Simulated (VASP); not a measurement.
# Ti2Tl under changes of volume

One of the cells (23.533 Å³/atom); the others are scaled copies at fixed shape and fractional positions:

```
CELL_PARAMETERS angstrom
0.00000 3.28038 3.28038
3.28038 0.00000 3.28038
3.28038 3.28038 0.00000
ATOMIC_POSITIONS crystal
Tl 0.00000 0.00000 0.00000
Ti 0.25000 0.25000 0.25000
Ti 0.75000 0.75000 0.75000
```

The cell was built by a generator and needn't be a form met in nature.

| Property | Result |
| --- | --- |
| Program | VASP 6.6.1 |
| Functional | PBE |
| Potentials or basis | VASP PAW PBE potentials, release 64 (Tl_d, Ti_sv) |
| Cutoff | 520 eV |
| k mesh | 7 × 7 × 7 |
| Occupations | fermi-dirac, width 0.05 eV |
| Spin | no spin polarisation |

```tsv
volume (Å³/atom)	energy over the lowest point (meV/atom)	pressure (GPa)
21.688	10.80	3.9
22.149	2.61	1.8
22.610	0.00	0.0
23.533	9.25	-3.1
23.995	20.08	-4.4
24.456	?	?
```

Task: What does the run at 24.456 Å³/atom give?

Result: Energy over the lowest point 34.47 meV/atom; pressure -5.6 GPa.

Worked out: A Birch-Murnaghan fit of order 3 (a polynomial in V^(-2/3)) to the other rows has its minimum at 22.61 Å³/atom with B0 = V·E''(V) = 85 GPa and B' = 4.6. It gives 34.43 meV/atom at 24.456 Å³/atom, against the run's 34.47, and -dE/dV = -5.6 GPa, against -5.6.

Energies are extrapolated to zero smearing.
